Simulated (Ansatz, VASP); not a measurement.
# Cross-check of TiNiB (TiNiB in the AlB2 type) between VASP and Ansatz, part 2 of 2

Aim: how closely do two programs agree when they are given the same cell, functional and k mesh? The cell is generated by rule, not measured, and may not be a known phase. The cell is taken from a series of runs on this material, whose earlier steps may have relaxed, scaled, displaced or heated it; both programs get it as it stands.

VASP 6.6.1 and Ansatz 0.2.0.

So far: The structure; VASP: relaxation of cell and atoms, PBEsol, pair 1; Ansatz: relaxation of cell and atoms, PBEsol, pair 1.

The structure was built from a prototype and need not be the compound's stable phase.

## (4) Differences

Known differences besides the potentials themselves: the data sets hold 33 valence electrons in Ansatz (on its PAW soft_1 files) and 25 in VASP; the cutoff is 420 eV in Ansatz and 600 eV in VASP; Ansatz makes its cores anew for this functional, VASP keeps those of its PBE data sets; Ansatz adds a Pulay correction to the stress that steers its cell, VASP none. Total energies have different zeros and are not compared.

Both answers:

```
                                         quantity  Ansatz   VASP  difference
                                      volume (Å³)   31.75  31.74     +0.04 %
edge a after relaxation, in the typed setting (Å)   3.570  3.570     -0.01 %
edge c after relaxation, in the typed setting (Å)   2.877  2.875     +0.07 %
```

## (5) VASP: relaxation of cell and atoms, PBEsol, pair 2

The relaxed volume is the usual yardstick between codes: in a stiff, nearly cubic crystal its relative difference is about their pressure difference at one cell divided by the bulk modulus.

File INCAR:

```
SYSTEM = TiNiB
PREC = Accurate
ENCUT = 600
EDIFF = 1E-07
NELM = 120
ISMEAR = 0
SIGMA = 0.1
LREAL = .FALSE.
ALGO = Normal
GGA = PS
NBANDS = 18
LASPH = .TRUE.
LORBIT = 11
LWAVE = .FALSE.
LCHARG = .FALSE.
ISIF = 3
IBRION = 2
NSW = 80
EDIFFG = -0.005
GGA_COMPAT = .FALSE.
NELMIN = 4
KPAR = 2
```

File POSCAR:

```
TiNiB
1.0
    3.5623040000     -0.0000030000      0.0000000000
   -1.7811500000      3.0850480000      0.0000000000
    0.0000000000      0.0000000000      2.8905670000
Ti B Ni
1 1 1
Direct
    0.0000000000      0.0000000000      0.0000000000
    0.3333333333      0.6666666667      0.5000000000
    0.6666666667      0.3333333333      0.5000000000
```

File KPOINTS:

```
Automatic mesh
0
Gamma
9 9 10
0 0 0
```

PAW data sets: Ti_sv, B and Ni (PBE family, release 64).

Command:

```
$ mpirun -np 2 vasp_std
```

Numbers of over 12 decimals in the logs are rounded to 6 here.

What it wrote:

```text
[banner, memory and clock lines left out]
running    2 mpi-ranks, on    1 nodes
[...]
[... a notice as in an earlier step ...]

 LDA part: xc-table for (Slater+PW92), standard interpolation
 POSCAR, INCAR and KPOINTS ok, starting setup
[...]
entering main loop
       N       E                     dE             d eps       ncg     rms          rms(c)
DAV:   1     0.193126461694E+03    0.19313E+03   -0.13371E+04  2592   0.192E+03
DAV:   2    -0.143360667423E+02   -0.20746E+03   -0.20365E+03  2598   0.414E+02
DAV:   3    -0.275747610956E+02   -0.13239E+02   -0.12966E+02  3542   0.112E+02
DAV:   4    -0.281036478228E+02   -0.52889E+00   -0.52710E+00  3432   0.191E+01
[...]
DAV:  14    -0.229499212728E+02   -0.12160E-05   -0.45599E-05  3094   0.635E-02    0.751E-03
DAV:  15    -0.229499203996E+02    0.87322E-06   -0.23610E-06  3844   0.140E-02    0.429E-03
DAV:  16    -0.229499203309E+02    0.68767E-07   -0.78042E-07  3052   0.137E-02
   1 F= -.22949920E+02 E0= -.22944062E+02  d E =-.229499E+02
[... from here on, the cycles between the ionic steps are left out ...]
   2 F= -.22950318E+02 E0= -.22944461E+02  d E =-.397778E-03
   3 F= -.22950334E+02 E0= -.22944481E+02  d E =-.413175E-03
   4 F= -.22950523E+02 E0= -.22944707E+02  d E =-.189290E-03
 trial-energy change:   -0.000189  1 .order   -0.000182   -0.000405    0.000041
 step:   0.7470(harm=  0.7412)  dis= 0.00000  next Energy=   -22.950524 (dE=-0.191E-03)
 reached required accuracy - stopping structural energy minimisation
```

OUTCAR, selected parts (step 5):

```text
  Total       -0.0037643     -0.0037643      0.0129742      0.0000000      0.0000000      0.0000000
  in kB       -0.1900130     -0.1900131      0.6549040      0.0000000      0.0000000      0.0000000
  external PRESSURE =       0.0916259 kB  Pullay stress =       0.0000000 kB

 POSITION                                       TOTAL-FORCE (eV/Angst)
 -----------------------------------------------------------------------------------
      3.57103     -0.00000      0.00000        -0.000000      0.000000      0.000000
      0.00000      2.06173      1.43703         0.000000     -0.000000     -0.000000
      1.78551      1.03087      1.43703         0.000000     -0.000000     -0.000000
 -----------------------------------------------------------------------------------
    total drift:                                0.000004      0.000001     -0.000000

  FREE ENERGIE OF THE ION-ELECTRON SYSTEM (eV)
  ---------------------------------------------------
  free  energy   TOTEN  =       -22.9505227955 eV

  energy  without entropy=      -22.9388921851  energy(sigma->0) =      -22.94470749

[... 2 parts as in an earlier step ...]

[... 2 further parts left out ...]
[key lines of the parts left out:]
E-fermi :   9.3758
```

## (6) Ansatz: relaxation of cell and atoms, PBEsol, pair 2

The same cell, functional, mesh and smearing now go to Ansatz, which takes its cutoff from its data sets.

The cell is taken from a series of runs on this material, whose earlier steps may have relaxed, scaled, displaced or heated it; both programs get it as it stands.

File input.yaml:

```yaml
crystal:
  lattice:
    - [3.5623043611, -3.0298e-06, 0.0]
    - [-1.7811495567, 3.0850475876, 0.0]
    - [0.0, 0.0, 2.8905672681]
  atoms:
    - { symbol: Ti, position: [0.0, 0.0, 0.0] }
    - { symbol: B, position: [0.3333333333, 0.6666666667, 0.5] }
    - { symbol: Ni, position: [0.6666666667, 0.3333333333, 0.5] }
kpoints:
  mp_grid: { grid: [9, 9, 10] }
hamiltonian:
  xc: pbesol
  pseudopotentials: { kind: paw, azcp: { folder: soft_1 }, xc_functional: pbe }
scf:
  occupations: { method: gaussian, width: 0.1 }
output:
  forces: true
  stress: true
  eigenvalues: true
relax:
  adjacent_minimum: "off"
  f_tol: 0.005
  max_steps: 80
  cell: { stress_tol: 0.05 }
```

Command:

```
$ ansatz run input.yaml --threads 4 --pin off --max-ram 12288MiB --backend cpu --events-out ev --progress --plain --runs-dir out
```

What it wrote:

```text
[...]
Crystal: 3 atoms, lattice volume = 31.767 Å³
Basis set: ecut = 420 eV, 627 PW (Γ), exchange–correlation on 48×48×40 points (8 copies of the dense FFT grid, shifted against one another)
Bands: 21, of which v1, the nominal top of the filled ones, is band 17 counted from 1 (16 counted from 0)
Symmetry: 12 space group operations
[...]
k-points: 72 of 810 (time reversal used)
[...]
k-point 71: bands = [... 13 lower, 13.5739, 14.2527, 14.6075, 14.7474, 15.1284, 18.5971, 19.7855, 19.9055]
--- Relaxed structure (4 steps of the walk, 4 accepted, 1 SCFs on fresh bases) ---
[...]
cell:  # Å, volume = 31.7536 Å³
    - [3.569756, -3.036118490424369e-6, 0]
    - [-1.784876, 3.091501, 0]
    - [0, 0, 2.877302]
  atoms:
    - { symbol: Ti, position: [0, 0, 0] }
    - { symbol: B, position: [0.333333, 0.666667, 0.5] }
    - { symbol: Ni, position: [0.666667, 0.333333, 0.5] }
[key lines of the parts left out:]
SCF converged after 8 iterations
Free energy (F): -8433.003395 eV
Fermi energy:    15.712154 eV
P = ⅓ Tr σ = 0.0049 GPa (0.049 kbar)
```

## (7) Comparison

What differs besides the data sets and the points named for the pairs above, as far as they apply: the data sets hold 33 valence electrons in Ansatz (on its PAW soft_1 files) and 25 in VASP. Total energies have different zeros and are not compared.

Both answers:

| quantity | Ansatz | VASP | difference |
| --- | --- | --- | --- |
| volume (Å³) | 31.75 | 31.74 | +0.04 % |
| edge a after relaxation, in the typed setting (Å) | 3.570 | 3.571 | -0.03 % |
| edge c after relaxation, in the typed setting (Å) | 2.877 | 2.874 | +0.11 % |

## (8) Ansatz: zone-centre phonons, PBEsol

Second derivatives magnify differences that forces hide, and they need a tight electronic threshold.

The cell is taken from a series of runs on this material, whose earlier steps may have relaxed, scaled, displaced or heated it; both programs get it as it stands.

File input.yaml:

```yaml
crystal:
  lattice:
    - [3.5697182715, -3.0361e-06, 0.0]
    - [-1.7848565064, 3.0914682256, 0.0]
    - [0.0, 0.0, 2.8769751245]
  atoms:
    - { symbol: Ti, position: [0.0, 0.0, 0.0] }
    - { symbol: B, position: [0.3333333333, 0.6666666667, 0.5] }
    - { symbol: Ni, position: [0.6666666667, 0.3333333333, 0.5] }
kpoints:
  mp_grid: { grid: [6, 6, 6] }
hamiltonian:
  xc: pbesol
  pseudopotentials: { kind: paw, azcp: { folder: soft_1 }, xc_functional: pbe }
scf:
  occupations: { method: methfessel_paxton, width: 0.2 }
output:
  eigenvalues: true
phonons:
  method: dfpt
  qmesh: [2, 2, 2]
  temperatures: { t_max: 1000, t_step: 50 }
  qpath:
    path:
      - [[0.0, 0.0, 0.0], [0.5, 0.0, 0.0], [0.33333333, 0.33333333, 0.0], [0.0, 0.0, 0.0], [0.0, 0.0, 0.5], [0.5, 0.0, 0.5], [0.33333333, 0.33333333, 0.5], [0.0, 0.0, 0.5]]
      - [[0.5, 0.0, 0.5], [0.5, 0.0, 0.0]]
      - [[0.33333333, 0.33333333, 0.5], [0.33333333, 0.33333333, 0.0]]
    npoints: 10
```

What it wrote:

```text
[...]
Crystal: 3 atoms, lattice volume = 31.749 Å³
Basis set: ecut = 420 eV, 627 PW (Γ), exchange–correlation on 48×48×40 points (8 copies of the dense FFT grid, shifted against one another)
Bands: 21, of which v1, the nominal top of the filled ones, is band 17 counted from 1 (16 counted from 0)
Symmetry: 12 space group operations
k-points: 28 of 216 (time reversal used)
[...]
largest difference from the sums on the solved wave vectors: F 8.60e-2 eV, S 1.20e-4 and C_V 3.89e-5 eV/K
  zero-point energy: 0.150923 eV/cell   skipped modes (ω ≤ 0): 445, of them read as no rigid motion or as one in doubt: 442 (8.472e-1 modes/cell left out, lowest -287.28 cm⁻¹)   left out of the sums: 9.42e-2 of the cell's modes: C_V's classical limit lies that fraction below 3 k_B per atom; for a crystal, a wire or a layer, F and S can be off by more, and a phonons.interpolated_qmesh denser along its periods is the remedy for the sampling
[key lines of the parts left out:]
SCF converged after 9 iterations
Free energy (F): -8433.013980 eV
Fermi energy:    15.684287 eV
```

## (9) VASP: zone-centre phonons, PBEsol

The same cell, functional, mesh and smearing now go to VASP, with its own data sets.

File INCAR:

```
SYSTEM = TiNiB
PREC = Accurate
ENCUT = 600
EDIFF = 1E-08
NELM = 120
ISMEAR = 1
SIGMA = 0.2
LREAL = .FALSE.
ALGO = Normal
GGA = PS
NBANDS = 18
LASPH = .TRUE.
LORBIT = 11
LWAVE = .FALSE.
LCHARG = .FALSE.
ISIF = 2
IBRION = 8
GGA_COMPAT = .FALSE.
KPAR = 2
```

File POSCAR:

```
TiNiB
1.0
    3.5697182715     -0.0000030361      0.0000000000
   -1.7848565064      3.0914682256      0.0000000000
    0.0000000000      0.0000000000      2.8769751245
Ti B Ni
1 1 1
Direct
    0.0000000000      0.0000000000      0.0000000000
    0.3333333333      0.6666666667      0.5000000000
    0.6666666667      0.3333333333      0.5000000000
```

File KPOINTS:

```
Automatic mesh
0
Gamma
6 6 6
0 0 0
```

Command:

```
$ mpirun -np 2 vasp_std
```

What it wrote:

```text
[... set-up lines as in an earlier step ...]
 entering main loop
       N       E                     dE             d eps       ncg     rms          rms(c)
DAV:   1     0.193129343632E+03    0.19313E+03   -0.13305E+04  1008   0.191E+03
DAV:   2    -0.143755586065E+02   -0.20750E+03   -0.20381E+03  1016   0.417E+02
DAV:   3    -0.275232655788E+02   -0.13148E+02   -0.12942E+02  1388   0.111E+02
DAV:   4    -0.280550091834E+02   -0.53174E+00   -0.52981E+00  1350   0.190E+01
[...]
DAV:  16    -0.229603315544E+02    0.60789E-07   -0.63189E-07  1408   0.115E-02    0.106E-03
DAV:  17    -0.229603315017E+02    0.52735E-07   -0.62258E-08  1150   0.370E-03    0.201E-04
DAV:  18    -0.229603315112E+02   -0.94701E-08   -0.36514E-09   532   0.871E-04
   1 F= -.22960332E+02 E0= -.22960313E+02  d E =-.568781E-04
 Linear response reoptimize wavefunctions to high precision
DAV:   1    -0.229603315169E+02   -0.57230E-08   -0.83873E-10   562   0.304E-04
DAV:   2    -0.229603315169E+02    0.15916E-10   -0.17030E-10   528   0.141E-04
 Linear response DOF=           6
 Linear response progress:
[...]
RMM:  13    -0.187632362444E+00    0.71095E-07    0.11012E-07  7291   0.339E-04    0.108E-05
RMM:  14    -0.187632428390E+00   -0.65946E-07   -0.20768E-07  7533   0.219E-04    0.590E-06
RMM:  15    -0.187632423631E+00    0.47592E-08    0.82652E-09  7668   0.149E-04    0.449E-06
 first order change of Fermi-energy   0.51835E-04
 force on displaced ion       3 direction 1 : -11.542  -0.001   0.000
 Linear response progress:
  Degree of freedom:   6/  6
       N       E                     dE             d eps       ncg     rms          rms(c)
RMM:   1    -0.187585506178E+00   -0.18759E+00   -0.12066E-01  2558   0.392E+00
RMM:   2    -0.182234786569E+00    0.53507E-02   -0.63248E-03  2094   0.776E-01    0.194E-01
RMM:   3    -0.181807326045E+00    0.42746E-03   -0.89795E-04  2363   0.209E-01    0.119E-01
RMM:   4    -0.182082839179E+00   -0.27551E-03   -0.65962E-04  2350   0.166E-01    0.220E-02
[...]
RMM:  18    -0.182138868630E+00    0.72005E-08    0.16276E-07  2712   0.620E-05    0.679E-07
RMM:  19    -0.182138867471E+00    0.11595E-08    0.11727E-07  2480   0.566E-05    0.412E-07
RMM:  20    -0.182138867860E+00   -0.38972E-09    0.74477E-08  1856   0.538E-05    0.152E-07
 first order change of Fermi-energy   0.97928E-03
 force on displaced ion       3 direction 3 :   0.000   0.000  -7.265
 Linear response finished
```

OUTCAR, selected parts (step 9):

```text
  Total       -0.0806120     -0.0806120      0.1614085     -0.0000000      0.0000000      0.0000000
  in kB       -4.0679511     -4.0679511      8.1452133     -0.0000000      0.0000000      0.0000000
  external PRESSURE =       0.0031037 kB  Pullay stress =       0.0000000 kB

 POSITION                                       TOTAL-FORCE (eV/Angst)
 -----------------------------------------------------------------------------------
      0.00000      0.00000      0.00000         0.000000     -0.000000      0.000000
      0.00000      2.06098      1.43849        -0.000000     -0.000000      0.000000
      1.78486      1.03049      1.43849         0.000000      0.000000      0.000000
 -----------------------------------------------------------------------------------
    total drift:                                0.000001     -0.000001      0.000000

[... 2 further parts left out ...]
```

## (10) Comparison

What differs besides the data sets and the points named for the pairs above, as far as they apply: VASP's run holds the zone centre alone; the data sets hold 33 valence electrons in Ansatz (on its PAW soft_1 files) and 25 in VASP. Total energies have different zeros and are not compared.

Both answers:

```csv
quantity,Ansatz,VASP,difference
optical mode 1 to 2 (cm⁻¹),226.7,224.0,+1.16 %
optical mode 3 (cm⁻¹),245.3,245.8,-0.22 %
optical mode 4 (cm⁻¹),377.8,375.4,+0.63 %
optical mode 5 to 6 (cm⁻¹),532.7,532.9,-0.04 %
```

Modes are paired by rising frequency, not by their patterns, so a pair may set unlike modes beside each other; they are those without the splitting of longitudinal modes.

## (11) Outcome

```yaml
difference_in_edge_c_after_relaxation_in_the_typed_setting_relaxation_of_cell_and_atoms_pbesol_pair_1: 0.070 %
difference_in_edge_c_after_relaxation_in_the_typed_setting_relaxation_of_cell_and_atoms_pbesol_pair_2: 0.11 %
r_m_s_difference_of_the_optical_zone_centre_modes_each_program_s_sorted_by_frequency_zone_centre_phonons_pbesol: 1.8 cm⁻¹
difference_in_optical_mode_1_to_2_zone_centre_phonons_pbesol: +1.2 %
```

What this shows: The difference in edge c after relaxation, in the typed setting is 0.11 % (relaxation of cell and atoms, PBEsol, pair 2), within the 1.2 % picked in this series as the mark of a large difference, as far as the stopping tolerances let one tell. The data sets hold unlike numbers of valence electrons (33 in Ansatz and 25 in VASP), so part of the differences comes from the potentials. Among the rows given in per cent, the largest difference of the zone-centre phonons, PBEsol pair is in optical mode 1 to 2, +1.2 %. 1 further run of this series is not shown here. Such differences can come from data sets, numerical settings and the points named under the comparisons, not from the functional's error against experiment.

[Lines on the potential files, build, host, timing and source positions are cut from VASP's logs without a mark.]

[Logs are printed without paths, hosts, clocks, repeated set-up lines and the standing remarks that a program may print on its own settings, such as how far it seeks lower states.]

[Hosts, paths, dates, database ids (printed as entryN), source tags and the programs' standing remarks are cut or masked in the printed files.]
